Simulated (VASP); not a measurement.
OSZICAR of a VASP run on GaAs (zinc blende):

**OSZICAR**
```
       N       E                     dE             d eps       ncg     rms          rms(c)
DAV:   1     0.872617205718E+02    0.87262E+02   -0.98653E+03   528   0.198E+03
DAV:   2    -0.695602700105E+00   -0.87957E+02   -0.85562E+02   550   0.363E+02
DAV:   3    -0.827473492407E+01   -0.75791E+01   -0.75382E+01   660   0.811E+01
DAV:   4    -0.841249025488E+01   -0.13776E+00   -0.13767E+00   588   0.125E+01
DAV:   5    -0.841526183788E+01   -0.27716E-02   -0.27715E-02   605   0.152E+00    0.275E+00
DAV:   6    -0.827943193493E+01    0.13583E+00   -0.25801E-01   791   0.923E+00    0.164E+00
DAV:   7    -0.826331100370E+01    0.16121E-01   -0.66319E-02   675   0.201E+00    0.556E-01
DAV:   8    -0.826416444748E+01   -0.85344E-03   -0.10099E-02   610   0.140E+00    0.893E-02
DAV:   9    -0.826457365272E+01   -0.40921E-03   -0.10777E-03   654   0.489E-01    0.563E-02
DAV:  10    -0.826464001751E+01   -0.66365E-04   -0.78767E-05   655   0.928E-02    0.303E-02
DAV:  11    -0.826469691788E+01   -0.56900E-04   -0.90667E-05   550   0.812E-02    0.421E-03
DAV:  12    -0.826469725611E+01   -0.33823E-06   -0.15303E-06   499   0.197E-02
   1 F= -.82646973E+01 E0= -.82646417E+01  d E =-.111211E-03
```

Question: Which electronic solver shows in the log?

Answer: It is blocked Davidson (ALGO = Normal, or the opening steps of other solvers). The INCAR had ALGO = Normal.

Question: Can the final energy be trusted as converged?

Answer: The run converged. It stopped with EDIFF = 1E-6, NELM = 100 (PBE GGA, plane waves, VASP's PBE PAW potentials (set 64)).

The compound is GaAs in the zinc blende structure. The cell was not relaxed at this level. The run is one of a series of settings (ENCUT = 600 against the base run), some of them coarse on purpose.
